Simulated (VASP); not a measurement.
Input:

```xyz
2
Lattice="0.0000 3.0531 3.0531 3.0531 0.0000 3.0531 3.0531 3.0531 0.0000" Properties=species:S:1:pos:R:3 pbc="T T T"
Sn     0.0000     0.0000     0.0000
Te     3.0531     3.0531     3.0531
```

Method: PBEsol GGA, VASP's PBE PAW potentials (set 64) (plane waves; VASP). Run with 500 eV cut-off, 8×8×8 Γ-centred mesh, Gaussian smearing of 0.050 eV, potentials Sn_d Te.

Energy and stress use the plane-wave basis of the starting cell.

Q: The ions, cell shape and volume at an external pressure of 10.0 GPa are relaxed. Give the cell that the relaxation ends in.

A: 
```xyz
2
Lattice="0.0000 2.9905 2.9905 2.9905 0.0000 2.9905 2.9905 2.9905 0.0000" Properties=species:S:1:pos:R:3 pbc="T T T"
Sn     0.0000     0.0000     0.0000
Te     2.9905     2.9905     2.9905
```
Space group Fm-3m (225), at a tolerance of 0.03 Å.

Q: How do energy and volume change from the first to the last step?

A: The energy (σ→0) changes by +80.0 meV/atom and the volume by -6.0 %, in 3 ionic steps.

```
step  E(σ→0) (eV)  max force (eV/Å)  pressure (GPa)  volume (Å³)
----  -----------  ----------------  --------------  -----------
1         -8.2585             0.000            5.10        56.92
2         -7.8200             0.000           16.37        50.04
3         -8.0985             0.000           10.06        53.49
```

The compound is SnTe in the rock salt structure, which distorts at low temperature. This run relaxes it under an external pressure of 10 GPa. Symmetry was kept, so distortions that lower it aren't found.
